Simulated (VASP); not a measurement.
Given:

```
V3Si
1.0
    4.64222     0.00000     0.00000
    0.00000     4.64222     0.00000
    0.00000     0.00000     4.64222
V Si
6 2
Cartesian
  1.16056   0.00000   2.32111
  2.32111   1.16056   0.00000
  2.32111   3.48167   0.00000
  3.48167   0.00000   2.32111
  0.00000   2.32111   3.48167
  0.00000   2.32111   1.16056
  2.32111   2.32111   2.32111
  0.00000   0.00000   0.00000
```

Level of theory: PBEsol GGA, VASP's PBE PAW potentials (set 64) (plane waves; VASP). Run with 400 eV cut-off, Gaussian smearing of 0.050 eV, potentials V_sv Si.

Give the energies of bands 36 to 49 at the high-symmetry points, in eV from the Fermi level.

```tsv
band	Γ	X	M	R
36	-1.96	-1.61	-1.59	-1.22
37	-1.96	-1.00	-1.48	-1.22
38	-1.85	-1.00	-0.72	-1.22
39	-0.97	-0.86	-0.08	-0.08
40	-0.61	-0.86	-0.08	-0.08
41	-0.61	-0.71	0.08	-0.08
42	-0.61	-0.71	0.41	-0.08
43	0.00	-0.41	0.41	0.09
44	0.00	-0.41	0.45	0.09
45	2.12	1.33	0.45	0.09
46	2.12	1.33	0.49	0.09
47	2.12	1.96	0.73	0.09
48	2.84	1.96	1.08	0.09
49	2.85	2.33	1.10	2.18
```

It has no gap at this level: it comes out as a metal or semimetal.

The compound is V3Si in the A15 structure. It was relaxed first. The run is not spin-polarised, so no magnetic state was tried.
